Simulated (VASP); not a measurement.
Consider the following.

```yaml
crystal:
  lattice:
    - [0.00000, 2.84580, 2.84580]
    - [2.84580, 0.00000, 2.84580]
    - [2.84580, 2.84580, 0.00000]
  atoms:
    - { symbol: Ca, position: [0.00000, 0.00000, 0.00000] }
```

Computed with PBE GGA, VASP's PBE PAW potentials (set 64) (plane waves; VASP). Run with 400 eV cut-off, KSPACING 0.8 per Å, first-order Methfessel-Paxton smearing of 0.10 eV, potentials Ca_sv.

Task: Give the stress tensor in GPa (positive for a compressed cell).

Result: 
```
-1.27   0.00   0.00
 0.00  -1.27   0.00
 0.00   0.00  -1.27
```
The pressure is its mean diagonal, -1.27 GPa.

The compound is Ca in the fcc structure. The cell was not relaxed at this level. The run is one of a series of settings (KGAMMA = .FALSE., KSPACING = 0.8, KPOINTS file removed against the base run), some of them coarse on purpose.
